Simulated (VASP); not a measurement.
An input for Ansatz (written as the equivalent of a VASP run, and not itself run):

Ansatz 0.2 input:
```yaml
crystal:
  lattice:
    - [-1.5553189, 1.5553189, 1.5553189]
    - [1.5553189, -1.5553189, 1.5553189]
    - [1.5553189, 1.5553189, -1.5553189]
  atoms:
    - { symbol: Pd, position: [0.0000000, 0.0000000, 0.0000000] }
kpoints:
  mp_grid: { grid: [15, 15, 15] }
hamiltonian:
  xc: r2scan
  pseudopotentials: { kind: paw }
scf:
  occupations: { method: methfessel_paxton, width: 0.1 }
  max_iter: 100
relax:
  max_steps: 60
  f_tol: 0.01
  cell: {}
output: { forces: true, stress: true, eigenvalues: true }
```

### Question
Translate this input to VASP (INCAR, KPOINTS, POSCAR, choice of POTCAR).

### Answer
One answer among several that fit: 
### KPOINTS
```
K-points
0
G
15 15 15
0 0 0
```

File POSCAR:
```
Pd
1
   -1.5553188770     1.5553188770     1.5553188770
    1.5553188770    -1.5553188770     1.5553188770
    1.5553188770     1.5553188770    -1.5553188770
Pd
1
Direct
  0.0000000000   0.0000000000   0.0000000000
```

INCAR:
```
SYSTEM=Pd
PREC=Accurate; ENCUT=400; LREAL=.FALSE.
LASPH=.TRUE.
EDIFF=1E-6; NELM=100; ALGO=Normal
LMAXMIX=4; LMIXTAU=.TRUE.
ISMEAR=1; SIGMA=0.1
METAGGA=R2SCAN
IBRION=2; NSW=60; ISIF=3
EDIFFG=-0.01
LWAVE=.FALSE.; LCHARG=.FALSE.
```

POTCAR, in this order: Pd (PBE.64 set). Program: vasp_std.

Limits of the translation: each code has its own PAW files, so the cut-off isn't converted (ENCUT is set for VASP's; basis.ecutwfc is left out, and Ansatz then takes the one that its files recommend); Ansatz stops its SCF on the density residual and VASP on the energy change (EDIFF).

The structure comes from a computed database's Pd entry (Im-3m); how it stands against other phases isn't given here. This run relaxes it. Symmetry was kept, so distortions that lower it aren't found. The start is the result of an earlier pass.
